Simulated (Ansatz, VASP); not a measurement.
**Two plane-wave programs on SiBi2Te5**

```
Si Bi Te
1.0
     4.19839    0.00000    0.00000
    -2.09920    3.63591    0.00000
     0.00000    0.00000   16.33480
Si Bi Te
1 2 5
Direct
  0.00000 0.00000 0.00082
  0.33333 0.66667 0.76463
  0.66667 0.33333 0.23943
  0.33333 0.66667 0.09606
  0.66667 0.33333 0.90273
  0.00000 0.00000 0.64623
  0.00000 0.00000 0.35725
  0.33333 0.66667 0.49286
```

Alike in both runs: functional PBE; k mesh 5 × 5 × 1; occupations gaussian, width 0.2 eV; no spin polarisation.

Ansatz relaxed the structure, and its values are those at the end. VASP's run is a single point on that final structure, the one shown.

|  | VASP | Ansatz |
| --- | --- | --- |
| version | VASP 6.6.1 | Ansatz 0.2.0 |
| potentials or method | VASP PAW PBE potentials, release 64 (Si, Bi_d, Te) | scalar-relativistic, plane waves, PAW |
| plane-wave cutoff (eV) | 520 | 420 |
| valence electrons in the cell | 64 | 114 |

```tsv
	VASP	Ansatz	Ansatz less VASP
gap on the k mesh at the Fermi level (eV)	none	none	-
pressure (GPa)	0.1	0.2	+0.03
rms of the force components (eV/Å)	0.024	0.024	+0.0004
```

A gap of «none» marks a metal or a gap that the smearing closes. The two sets of potentials don't hold the same shells in valence.

Caveats: the k mesh is coarse (spacing up to 0.38 Å⁻¹), so the values aren't converged; spin-orbit coupling is left out, which moves the levels of the heavy elements.
